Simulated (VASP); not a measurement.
Level of theory: PBE GGA, VASP's PBE PAW potentials (set 64) (plane waves; VASP).

VASP ran on this input.

POSCAR:
```
FeO
1
    0.0000000000     2.1491170000     2.1491170000
    2.1491170000     0.0000000000     2.1491170000
    2.1491170000     2.1491170000     0.0000000000
Fe O
1 1
Direct
  0.0000000000   0.0000000000   0.0000000000
  0.5000000000   0.5000000000   0.5000000000
```

**INCAR**
```
# general
SYSTEM  = FeO
PREC    = Accurate
ENCUT   = 200   # plane-wave cut-off (eV)
LREAL   = F   # projection in real space or not
LASPH   = T

# electronic loop
EDIFF   = 1E-6   # SCF stop (eV)
NELM    = 100
ALGO    = Normal
LMAXMIX = 4   # l cut-off of mixed one-centre charges

# smearing
ISMEAR  = 1   # Methfessel-Paxton
SIGMA   = 0.272   # width (eV)

# functional
GGA     = PE   # PBE

# spin
ISPIN   = 2   # spin-polarised

# ions
ISIF    = 2   # forces and stress, cell fixed

# output
LWAVE   = F
LCHARG  = F
LORBIT  = 11
```

KPOINTS:
```
Regular mesh
0
Gamma
8 8 8
```

POTCAR, in this order: Fe O (PBE.64 set). Program: vasp_std. The INCAR's line for the spin-polarised start is left out here.

Question: What will the output report for the number of irreducible k-points (NKPTS), largest plane-wave count, number of space-group operations, FFT grid (NGX, NGY, NGZ)?

Answer: 
| Property | Value |
|---|---|
| number of irreducible k-points (NKPTS) | 29 |
| largest plane-wave count | 137 |
| number of space-group operations | 48 |
| FFT grid (NGX, NGY, NGZ) | 14 × 14 × 14 |

The structure comes from a computed database's FeO entry; how it stands against other phases isn't given here. The cell was not relaxed at this level. The k-mesh is coarse (spacing up to 0.32 per Å, 2π included), so the numbers may not be converged in it. The run is one of a series of settings (ENCUT = 200, ISMEAR = 1, SIGMA = 0.272, KPOINTS 8×8×8 Γ-centred mesh against the base run), some of them coarse on purpose.
